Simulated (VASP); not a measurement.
Output of a VASP run:

File OSZICAR:
```
...
RMM:   3    -0.184496061662E+03   -0.81404E-04   -0.94126E-04   685   0.605E-02    0.391E-02
RMM:   4    -0.184496068125E+03   -0.64631E-05   -0.15218E-04   696   0.283E-02    0.341E-02
RMM:   5    -0.184496064039E+03    0.40852E-05   -0.49065E-05   529   0.133E-02
   8 F= -.18449606E+03 E0= -.18449606E+03  d E =-.407569E-02
       N       E                     dE             d eps       ncg     rms          rms(c)
DAV:   1    -0.184492940948E+03    0.31272E-02   -0.41032E+00   696   0.354E+00    0.288E-01
RMM:   2    -0.184495371328E+03   -0.24304E-02   -0.26877E-02   684   0.311E-01    0.103E-01
RMM:   3    -0.184495689819E+03   -0.31849E-03   -0.36988E-03   684   0.121E-01    0.784E-02
RMM:   4    -0.184495714450E+03   -0.24631E-04   -0.59719E-04   701   0.563E-02    0.688E-02
RMM:   5    -0.184495699233E+03    0.15217E-04   -0.19955E-04   682   0.266E-02    0.146E-02
RMM:   6    -0.184495700799E+03   -0.15662E-05   -0.30113E-05   458   0.103E-02
   9 F= -.18449570E+03 E0= -.18449570E+03  d E =-.371245E-02
       N       E                     dE             d eps       ncg     rms          rms(c)
DAV:   1    -0.184495558987E+03    0.14025E-03   -0.13471E+00   696   0.203E+00    0.160E-01
RMM:   2    -0.184496329739E+03   -0.77075E-03   -0.84512E-03   684   0.171E-01    0.558E-02
RMM:   3    -0.184496430902E+03   -0.10116E-03   -0.11443E-03   684   0.665E-02    0.431E-02
RMM:   4    -0.184496437198E+03   -0.62952E-05   -0.17477E-04   693   0.301E-02    0.366E-02
RMM:   5    -0.184496434319E+03    0.28782E-05   -0.59077E-05   546   0.148E-02
  10 F= -.18449643E+03 E0= -.18449643E+03  d E =-.444597E-02
       N       E                     dE             d eps       ncg     rms          rms(c)
DAV:   1    -0.184497030661E+03   -0.59346E-03   -0.13831E+00   696   0.203E+00    0.166E-01
RMM:   2    -0.184497867680E+03   -0.83702E-03   -0.92985E-03   684   0.179E-01    0.597E-02
RMM:   3    -0.184497971364E+03   -0.10368E-03   -0.12585E-03   685   0.708E-02    0.476E-02
RMM:   4    -0.184497978328E+03   -0.69638E-05   -0.19601E-04   693   0.321E-02    0.434E-02
RMM:   5    -0.184497972055E+03    0.62731E-05   -0.82430E-05   568   0.158E-02
  11 F= -.18449797E+03 E0= -.18449797E+03  d E =-.153774E-02
       N       E                     dE             d eps       ncg     rms          rms(c)
DAV:   1    -0.184497847658E+03    0.13067E-03   -0.85197E-01   712   0.160E+00    0.134E-01
RMM:   2    -0.184498370294E+03   -0.52264E-03   -0.58708E-03   684   0.142E-01    0.495E-02
RMM:   3    -0.184498439843E+03   -0.69549E-04   -0.81968E-04   686   0.568E-02    0.374E-02
RMM:   4    -0.184498445618E+03   -0.57744E-05   -0.13025E-04   668   0.262E-02    0.341E-02
RMM:   5    -0.184498442318E+03    0.33000E-05   -0.48982E-05   525   0.126E-02
  12 F= -.18449844E+03 E0= -.18449844E+03  d E =-.200800E-02
       N       E                     dE             d eps       ncg     rms          rms(c)
DAV:   1    -0.184498601939E+03   -0.15632E-03   -0.94098E-01   712   0.166E+00    0.155E-01
RMM:   2    -0.184499285090E+03   -0.68315E-03   -0.77327E-03   684   0.163E-01    0.512E-02
RMM:   3    -0.184499365798E+03   -0.80708E-04   -0.10564E-03   686   0.647E-02    0.418E-02
RMM:   4    -0.184499372153E+03   -0.63553E-05   -0.16493E-04   675   0.289E-02    0.382E-02
RMM:   5    -0.184499367202E+03    0.49508E-05   -0.67276E-05   546   0.140E-02
  13 F= -.18449937E+03 E0= -.18449937E+03  d E =-.924885E-03
```

File OUTCAR:
```
------------------------ aborting loop because EDIFF is reached ----------------------------------------
  FORCE on cell =-STRESS in cart. coord.  units (eV):
  Direction    XX          YY          ZZ          XY          YZ          ZX
  --------------------------------------------------------------------------------------
  Total        0.0331183      0.0525919      0.0291899      0.0176850      0.0693481     -0.0051040
  in kB        0.0350482      0.0556566      0.0308908      0.0187156      0.0733892     -0.0054014
  external PRESSURE =       0.0405319 kB  Pullay stress =       0.0000000 kB
  volume of cell :     1513.96
      direct lattice vectors                 reciprocal lattice vectors
    11.482533192  0.000000000  0.000000000     0.087088797  0.000000000  0.000000000
     0.000000000 11.482533192  0.000000000     0.000000000  0.087088797  0.000000000
     0.000000000  0.000000000 11.482533192     0.000000000  0.000000000  0.087088797
  FREE ENERGIE OF THE ION-ELECTRON SYSTEM (eV)
  ---------------------------------------------------
  free  energy   TOTEN  =      -184.4993672025 eV

  energy  without entropy=     -184.4993672025  energy(sigma->0) =     -184.49936720

 reached required accuracy - stopping structural energy minimisation
```
(Selected blocks of OUTCAR.)

### POSCAR
```
Zn32Se31
1
   11.4825331920     0.0000000000     0.0000000000
    0.0000000000    11.4825331920     0.0000000000
   -0.0000000000    -0.0000000000    11.4825331920
Zn Se
32 31
Direct
  0.5000000000   0.0000000000   0.0000000000
  0.7500000000   0.2500000000   0.0000000000
  0.7500000000   0.0000000000   0.2500000000
  0.0000000000   0.0000000000   0.0000000000
  0.2500000000   0.2500000000   0.0000000000
  0.5000000000   0.5000000000   0.0000000000
  0.7500000000   0.7500000000   0.0000000000
  0.2500000000   0.0000000000   0.2500000000
  0.4978580000   0.2462030000   0.2537670000
  0.7504110000   0.5041210000   0.2535040000
  0.5000000000   0.0000000000   0.5000000000
  0.7539310000   0.2542560000   0.4982490000
  0.7500000000   0.0000000000   0.7500000000
  0.0000000000   0.5000000000   0.0000000000
  0.2500000000   0.7500000000   0.0000000000
  0.0000000000   0.2500000000   0.2500000000
  0.2500000000   0.5000000000   0.2500000000
  0.5000000000   0.7500000000   0.2500000000
  0.0000000000   0.0000000000   0.5000000000
  0.2500000000   0.2500000000   0.5000000000
  0.5010700000   0.5041300000   0.5014600000
  0.7500000000   0.7500000000   0.5000000000
  0.2500000000   0.0000000000   0.7500000000
  0.5000000000   0.2500000000   0.7500000000
  0.7500000000   0.5000000000   0.7500000000
  0.0000000000   0.7500000000   0.2500000000
  0.0000000000   0.5000000000   0.5000000000
  0.2500000000   0.7500000000   0.5000000000
  0.0000000000   0.2500000000   0.7500000000
  0.2500000000   0.5000000000   0.7500000000
  0.5000000000   0.7500000000   0.7500000000
  0.0000000000   0.7500000000   0.7500000000
  0.6250000000   0.1250000000   0.1250000000
  0.8750000000   0.3750000000   0.1250000000
  0.8750000000   0.1250000000   0.3750000000
  0.1250000000   0.1250000000   0.1250000000
  0.3750000000   0.3750000000   0.1250000000
  0.6250000000   0.6250000000   0.1250000000
  0.8750000000   0.8750000000   0.1250000000
  0.3750000000   0.1250000000   0.3750000000
  0.8750000000   0.6250000000   0.3750000000
  0.6250000000   0.1250000000   0.6250000000
  0.8750000000   0.3750000000   0.6250000000
  0.8750000000   0.1250000000   0.8750000000
  0.1250000000   0.6250000000   0.1250000000
  0.3750000000   0.8750000000   0.1250000000
  0.1250000000   0.3750000000   0.3750000000
  0.3750000000   0.6250000000   0.3750000000
  0.6250000000   0.8750000000   0.3750000000
  0.1250000000   0.1250000000   0.6250000000
  0.3750000000   0.3750000000   0.6250000000
  0.6250000000   0.6250000000   0.6250000000
  0.8750000000   0.8750000000   0.6250000000
  0.3750000000   0.1250000000   0.8750000000
  0.6250000000   0.3750000000   0.8750000000
  0.8750000000   0.6250000000   0.8750000000
  0.1250000000   0.8750000000   0.3750000000
  0.1250000000   0.6250000000   0.6250000000
  0.3750000000   0.8750000000   0.6250000000
  0.1250000000   0.3750000000   0.8750000000
  0.3750000000   0.6250000000   0.8750000000
  0.6250000000   0.8750000000   0.8750000000
  0.1250000000   0.8750000000   0.8750000000
```

**Question.** Reconstruct the remaining input files.

**Answer.** This is not unique; one that fits is the input of the run itself, PBE GGA, plane waves, VASP's PBE PAW potentials (set 64).

### KPOINTS
```
Automatic mesh
0
Gamma
1 1 1
0 0 0
```

**INCAR**
```
SYSTEM = Zn32Se31
PREC = Normal; ENCUT = 400; LREAL = Auto
LASPH = T; ISYM = 0
EDIFF = 1E-5; NELM = 100; NELMIN = 4
ALGO = Fast; LMAXMIX = 4
ISMEAR = 0; SIGMA = 0.05
GGA = PE
IBRION = 2; NSW = 60; ISIF = 2
EDIFFG = -0.03
LWAVE = F; LCHARG = F
```

POTCAR, in this order: Zn Se (PBE.64 set). Program: vasp_gam.

The supercell is sampled at Γ alone, which is coarse: total energies, pressure and levels can be off, energies of defects by several tenths of an eV.

The cell is a supercell with a defect, built from ZnSe (zinc blende): vac_Se. The run is not spin-polarised, so no state with unpaired spins was tried.
